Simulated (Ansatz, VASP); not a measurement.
# Cross-check of MgO (MgO (Fm-3m)) between VASP and Ansatz, part 2 of 2

Wanted: the spread between two codes on one cell, functional and k mesh. The cell is taken from a series of runs on this material, whose earlier steps may have relaxed, scaled, displaced or heated it; both programs get it as it stands.

VASP 6.6.1 and Ansatz 0.2.0.

So far. Step 2 (VASP: single point, PBE0 form with 30 % exact exchange …): The run ends at a pressure of -2.93 GPa.

### 3. Ansatz: single point, PBE0 form with 30 % exact exchange with an exact-exchange share of 0.3

Level of this step: Ansatz beside VASP: Kohn-Sham DFT, plane waves, PBE0 form with 30 % exact exchange (Ansatz).

Ansatz runs on its PAW soft_1 files.

The same cell, functional and mesh now go to Ansatz.

Contents of input.yaml:

```yaml
crystal:
  lattice:
    - [0.0, 2.10743285, 2.10743285]
    - [2.10743285, 0.0, 2.10743285]
    - [2.10743285, 2.10743285, 0.0]
  atoms:
    - { symbol: Mg, position: [0.0, 0.0, 0.0] }
    - { symbol: O, position: [0.5, 0.5, 0.5] }
basis:
  ecutwfc: 420.0
  ecutrho_ratio: 4
  xc_grid: 2
  fft_grid_basis: typed
  precision: f64
kpoints:
  mp_grid: { grid: [3, 3, 4] }
  band_path: { path: [VBM, CBM], npoints: 1 }
hamiltonian:
  xc: { preset: pbe0, exx: 0.3 }
  pseudopotentials:
    kind: paw
    azcp: { folder: soft_1, O: "soft_1/O.paw.azcp", Mg: "soft_1/Mg.paw.azcp" }
scf:
  max_iter: 100
  occupations: { method: fixed }
output:
  forces: true
checkpoint:
  write: "../host.a30.run"
  compress: false
  write_wavefunctions: true
  write_every: 100000
```

Launch:

```
$ ansatz run input.yaml --threads 32 --pin off --max-ram 84787MiB --backend cuda --events-out ev --progress --plain --runs-dir out --max-vram 78GiB
```

Numbers of over 12 decimals in the logs are rounded to 6 here.

The program printed:

```text
Warning: crystal.symmetry: narrowed to the stabiliser of the k-point mesh — unitary ops 48 → 4; excluded 44 operations that carry a point of the 3×3×4 mesh (shift [0, 0, 0]) off the mesh (the run samples exactly the mesh kpoints.mp_grid names, as under crystal.symmetry.detect: false, and its converged state has the mesh's symmetry, not the crystal's; ε∞, the Born charges and the force constants of a linear response (
Engine: ansatz 0.2.0, aarch64-unknown-linux-gnu
Pseudopotentials: kind: paw
Pseudopotential: Mg, paw, valence charge 10, recommended cutoff 420 eV (normal), soft_1/Mg.paw.azcp
Pseudopotential: O, paw, valence charge 6, recommended cutoff 420 eV (normal), soft_1/O.paw.azcp
Functional definition: unnamed
  parameter a_1 = 0.3
  exchange = (1 - a_1)*pbe_x + a_1*exact_x
  correlation = pbe_c
davidson cushion auto → on  (no smearing: the cushion is to keep the highest requested band from converging to the state above it; pin scf.eigensolver.cushion to override)
device memory: the entry about to start is reckoned to put 2.7 GiB on a device that reports 179.0 GiB free (of which the cap on the GPU budget leaves the run 78.0 GiB)
GPU FFT provider: cuFFT
GPU libraries: cuBLAS 13.8.1, cuFFT 12.4.0, cuSOLVER 12.3.2
Crystal: 2 atoms, lattice volume = 18.719 Å³
Basis set: ecut = 420 eV, 339 PW (Γ), exchange–correlation on 40×40×40 points (8 copies of the dense FFT grid, shifted against one another)
Bands: 12, of which v1, the nominal top of the filled ones, is band 8 counted from 1 (7 counted from 0)
Symmetry: 4 space group operations
k-points: 14 of 36
Non-local potential: Mg, projectors of the file, l = 0: 3, l = 1: 2, l = 2: 1
Non-local potential: O, projectors of the file, l = 0: 2, l = 1: 2, l = 2: 1
PAW form: soft (Blöchl's): semilocal exchange-correlation on the pseudo side does not see the compensation charge
PAW frozen core: Mg, regenerated for the run's functional, and the local potential with it (the file was generated under x = pbe(κ = 0.804, μ = 0.219515), c = pbe(β = 0.066725))
PAW frozen core: O, regenerated for the run's functional, and the local potential with it (the file was generated under x = pbe(κ = 0.804, μ = 0.219515), c = pbe(β = 0.066725))
PAW one-centre angular grid: Mg, 110 points (default); XC on 64 Gauss nodes
PAW one-centre angular grid: O, 110 points (default); XC on 64 Gauss nodes
Initial density: superposition of atomic densities (chi_scale 0.1, normalization cell, long waves kept (reshape's long-wave potential 0.00 eV rms))
Initial wavefunctions: pseudopotential atomic-orbital guess
GPU buffer pool allocated for 8000 grid points (all kernels)
GPU transforms: local potential and band sums: pruned to the plane-wave sphere, on 20×20×20
Functional: x = pbe(κ = 0.804, μ = 0.219515), c = pbe(β = 0.066725), warm-up for x = 0.7 pbe(κ = 0.804, μ = 0.219515) + 0.3 exact, c = pbe(β = 0.066725)
SCF iter   1: F=—  HF=-2494.035044 eV  |Δ(HF+E_count)|=         —  Δρ=7.14e-2  dr2=5.13e-1  Hψ=599
preconditioner: auto → none  [insulator: Δε(μ)=4.373 eV  Ē_g=18.454 eV  n_scr=8 (ndim 8)  ℏωp=24.3 eV  f_vac=0.000]
SCF iter   2: F=—  HF=-2494.034300 eV  |Δ(HF+E_count)|=   7.44e-4  Δρ=2.90e-2  dr2=8.27e-2  Hψ=457
iter 3 solved again at ethr=3.08e-5 eV; its pass at ethr=5.17e-4 eV (dr2=4.93e-3 eV) is discarded
SCF iter   3: F=—  HF=-2494.085888 eV  |Δ(HF+E_count)|=   5.16e-2  Δρ=5.52e-3  dr2=4.76e-3  Hψ=845
SCF iter   4: F=—  HF=-2494.089740 eV  |Δ(HF+E_count)|=   3.85e-3  Δρ=5.30e-3  dr2=3.53e-3  Hψ=503
SCF iter   5: F=-2494.088765 eV  HF=-2494.088745 eV  |Δ(HF+E_count)|=   9.95e-4  Δρ=4.36e-4  dr2=1.30e-5  Hψ=421
SCF 1 stopped early in 5 iterations: F = -2494.088765 eV  dr2 = 1.30e-5
  greatest PAW one-centre occupation: 1.000 electrons in one spin orbital (limit 2), on the Mg atom at site 0 (counted from 0), in its partial waves of l = 0
device memory: the entry about to start is reckoned to put 2.9 GiB on a device that reports 177.1 GiB free (of which the cap on the GPU budget leaves the run 78.0 GiB)
GPU FFT provider: cuFFT
GPU libraries: cuBLAS 13.8.1, cuFFT 12.4.0, cuSOLVER 12.3.2
Initial density: handed on by an earlier stage of this run
Initial wavefunctions: those handed on with the density
GPU buffer pool allocated for 8000 grid points (all kernels)
GPU transforms: local potential and band sums: pruned to the plane-wave sphere, on 20×20×20
Functional: x = 0.7 pbe(κ = 0.804, μ = 0.219515) + 0.3 exact, c = pbe(β = 0.066725)
Exchange kernel: α = 0.3000, full range, Wigner–Seitz truncation, v(0) = 2647.6200 eV·Å³, q-mesh 3×3×4, nearest image of the exchange supercell L = 8.94 Å, pair-density grid 12×12×12, without the augmentation charges, whose exchange is taken in its separable form by FFT convolution over the k-point mesh (sized by the pseudopotential files, 18×18×18 at the most), smooth part of the exact exchange by density-matrix con
Frozen-core exchange: fock
SCF iter   1: F=—  HF=-2494.659364 eV  |Δ(HF+E_count)|=         —  Δρ=9.00e-3  dr2=7.86e-3  Hψ=839
preconditioner: auto → none  [insulator: Δε(μ)=7.709 eV  Ē_g=22.535 eV  n_scr=8 (ndim 8)  ℏωp=24.3 eV  f_vac=0.000]
SCF iter   2: F=—  HF=-2494.655904 eV  |Δ(HF+E_count)|=   3.46e-3  Δρ=3.22e-3  dr2=1.55e-3  Hψ=560
SCF iter   3: F=—  HF=-2494.661967 eV  |Δ(HF+E_count)|=   6.06e-3  Δρ=1.75e-3  dr2=6.75e-4  Hψ=572
SCF iter   4: F=—  HF=-2494.661798 eV  |Δ(HF+E_count)|=   1.70e-4  Δρ=7.58e-4  dr2=9.46e-5  Hψ=517
SCF iter   5: F=-2494.661844 eV  HF=-2494.661845 eV  |Δ(HF+E_count)|=   4.73e-5  Δρ=1.51e-4  dr2=4.44e-6  Hψ=394
SCF 2 stopped early in 5 iterations: F = -2494.661844 eV  dr2 = 4.44e-6
hybrid outer 1: dexx = +7.185e-3 eV, tail = 9.57e-5 eV
GPU FFT provider: cuFFT
GPU libraries: cuBLAS 13.8.1, cuFFT 12.4.0, cuSOLVER 12.3.2
GPU buffer pool allocated for 8000 grid points (all kernels)
GPU transforms: local potential and band sums: pruned to the plane-wave sphere, on 20×20×20
Exchange kernel: α = 0.3000, full range, Wigner–Seitz truncation, v(0) = 2647.6200 eV·Å³, q-mesh 3×3×4, nearest image of the exchange supercell L = 8.94 Å, pair-density grid 12×12×12, without the augmentation charges, whose exchange is taken in its separable form by FFT convolution over the k-point mesh (sized by the pseudopotential files, 18×18×18 at the most), smooth part of the exact exchange by density-matrix con
Frozen-core exchange: fock
SCF iter   1: F=—  HF=-2494.661887 eV  |Δ(HF+E_count)|=         —  Δρ=1.79e-4  dr2=6.31e-6  Hψ=392
preconditioner: auto → none  [insulator: Δε(μ)=7.755 eV  Ē_g=22.526 eV  n_scr=8 (ndim 8)  ℏωp=24.3 eV  f_vac=0.000]
SCF iter   2: F=—  HF=-2494.661885 eV  |Δ(HF+E_count)|=   1.91e-6  Δρ=1.67e-5  dr2=2.28e-7  Hψ=486
SCF iter   3: F=—  HF=-2494.661886 eV  |Δ(HF+E_count)|=   8.81e-7  Δρ=3.78e-5  dr2=2.28e-7  Hψ=683
SCF iter   4: F=-2494.661886 eV  HF=-2494.661886 eV  |Δ(HF+E_count)|=   7.26e-8  Δρ=1.29e-6  dr2=1.76e-9  Hψ=590
SCF 3 converged in 4 iterations: F = -2494.661886 eV  dr2 = 1.76e-9
  Residual-converged pass: ⟨swp⟩=2.0  Hψ=261  notcnv=0  max |occ|·‖R‖ = 6.4e-6 eV (tolerance 6.7e-6 eV)  dr2=1.76e-9  dr2_onsite=4.62e-11  max |Δocc| = 0.0e0
hybrid outer 2: dexx = +8.854e-7 eV, tail = 4.99e-8 eV, Δε = 4.53e-3 eV (about 1.99e-4 eV left of the loop's levels)
device memory: the entry about to start is reckoned to put 0.3 GiB on a device that reports 176.7 GiB free (of which the cap on the GPU budget leaves the run 78.0 GiB)
NSCF: frozen V_eff on 68 k-points, pencils in batches of 32, up to order 56
device memory: the entry about to start is reckoned to put 0.3 GiB on a device that reports 175.8 GiB free (of which the cap on the GPU budget leaves the run 78.0 GiB)
NSCF: frozen V_eff on 68 k-points, pencils in batches of 32, up to order 56
device memory: the entry about to start is reckoned to put 0.3 GiB on a device that reports 183.4 GiB free (of which the cap on the GPU budget leaves the run 78.0 GiB)
NSCF: frozen V_eff on 12 k-points, pencils in batches of 32, up to order 56
device memory: the entry about to start is reckoned to put 0.2 GiB on a device that reports 183.4 GiB free (of which the cap on the GPU budget leaves the run 78.0 GiB)
NSCF: frozen V_eff on 5 k-points
device memory: the entry about to start is reckoned to put 0.2 GiB on a device that reports 183.4 GiB free (of which the cap on the GPU budget leaves the run 78.0 GiB)
NSCF: frozen V_eff on 5 k-points
device memory: the entry about to start is reckoned to put 0.2 GiB on a device that reports 183.4 GiB free (of which the cap on the GPU budget leaves the run 78.0 GiB)
NSCF: frozen V_eff on 5 k-points
device memory: the entry about to start is reckoned to put 0.2 GiB on a device that reports 183.4 GiB free (of which the cap on the GPU budget leaves the run 78.0 GiB)
NSCF: frozen V_eff on 5 k-points
device memory: the entry about to start is reckoned to put 0.2 GiB on a device that reports 183.4 GiB free (of which the cap on the GPU budget leaves the run 78.0 GiB)
NSCF: frozen V_eff on 5 k-points
device memory: the entry about to start is reckoned to put 0.2 GiB on a device that reports 183.4 GiB free (of which the cap on the GPU budget leaves the run 78.0 GiB)
NSCF: frozen V_eff on 2 k-points
hybrid SCF converged: 2 outer / 9 inner (+5 warm-up), last move |dexx| = 8.85e-7 eV, tail = 4.99e-8 eV
Stability not checked: this state was not tested for a lower state beside it, because the functional holds exact exchange (a hybrid, or Hartree-Fock), whose exchange loop this test does not read (fock_operator; see scf.lower_state_search)
Free energy (F): -2494.661886 eV
Frozen-core exchange: fock
Harris-Foulkes:  -2494.661886 eV  (|F-HF|=3.68e-11)
Internal energy: -2494.661886 eV  (E = F + TS)
E sigma→0 (E₀):  -2494.661886 eV
Fermi energy:    6.078734 eV
--- Per-component energies (eV) ---
  E_band       = -358.783486
  E_kinetic    = 244.877137
  E_local      = -1694.871183  (includes V_loc(G=0)·N_el)
  E_nonlocal   = 244.659620
  E_hartree    = 563.684011
  E_xc         = -73.245433
  E_vxc        = -93.800854  (∫ρ·V_xc dr)
  E_exx        = -93.891764  (= α·E_x^exact, valence–valence)
  E_paw        = -397.294313  (= ΣΔE_a)
  E_vpaw       = 0.766550  (= ΣTr[D̂ρ^β])
  E_aug_tail   = 0.000718  (compensation charges beyond the density's cutoff)
  E_ewald      = -1288.509014
  E_core_change = -0.071665  (= ΣΔE_core)
  E_smearing   = -0.000000  (= −TS)
  E_closure    = 0.000000  (closes the sum)
  Σ components = -2494.661886   (vs F -2494.661886, Δ=0.00e0)
--- Forces (eV/Å), atoms counted from 1 ---
  atom   1  Mg    -0.00000000    -0.00000000     0.00000000
  atom   2  O      0.00000000     0.00000000     0.00000000
  max |Σ_I F_I| component: 1.10e-29 eV/Å
--- Band table (eV; the first three rows and the last of 14) ---
  k-point 0: bands = ["-71.4715", "-35.9747", "-35.9729", "-35.9727", "-13.0517", "6.0536", "6.0539", "6.0787", "13.8314", "25.1540"]
  k-point 1: bands = ["-71.4672", "-36.0183", "-35.9767", "-35.9764", "-12.4072", "3.2474", "5.6798", "5.6807", "16.2980", "21.9401"]
  k-point 2: bands = ["-71.4629", "-36.0613", "-35.9804", "-35.9802", "-11.6528", "1.0750", "5.3333", "5.3337", "17.0456", "22.3402"]
  k-point 13: bands = ["-71.4606", "-36.0368", "-36.0128", "-35.9949", "-11.4313", "2.2010", "3.4129", "4.6989", "19.8874", "21.4351"]
  guard bands above this table: 2 of the run's 12 bands. The solve was not asked for them (output.publish_guard_bands: true or output.eigenvalues: true publishes all)
```

### 4. Side by side

Known differences besides the potentials themselves: exact exchange at q = 0 is treated differently, which shows on coarse meshes; VASP keeps PBE cores, Ansatz makes them for the functional; fixed occupations in Ansatz, narrow Gaussian smearing in VASP; the data sets hold 16 valence electrons in Ansatz (on its PAW soft_1 files) and 8 in VASP; the cutoff is 420 eV in Ansatz and 520 eV in VASP; VASP takes a coarser grid for exact exchange (PRECFOCK = Fast). Total energies have different zeros and are not compared.

Both answers:

```tsv
quantity	Ansatz	VASP	difference
gap on the k mesh (eV)	7.753	7.761	-0.008
```

A gap on the mesh is an upper bound, since the band edges may lie between its points.

### 5. Summary of results

| Property | Result |
| --- | --- |
| difference in gap on the k mesh (single point, PBE0 form with 30 % exact exchange with an exact-exchange share of 0.3) | -0.0083 eV |

In words: The difference in gap on the k mesh is -0.0083 eV (single point, PBE0 form with 30 % exact exchange with an exact-exchange share of 0.3), within the 0.08 eV picked in this series as the mark of a large difference. The data sets hold unlike numbers of valence electrons (16 in Ansatz and 8 in VASP), so part of the differences comes from the potentials. Such differences can come from data sets, numerical settings and the points named under the comparisons, not from the functional's error against experiment.

[Lines on the potential files, build, host, timing and source positions are cut from VASP's logs without a mark.]

[Logs are printed without paths, hosts, clocks, repeated set-up lines and the standing remarks that a program may print on its own settings, such as how far it seeks lower states.]

[Hosts, paths, dates, database ids (printed as entryN), source tags and the programs' standing remarks are cut or masked in the printed files.]
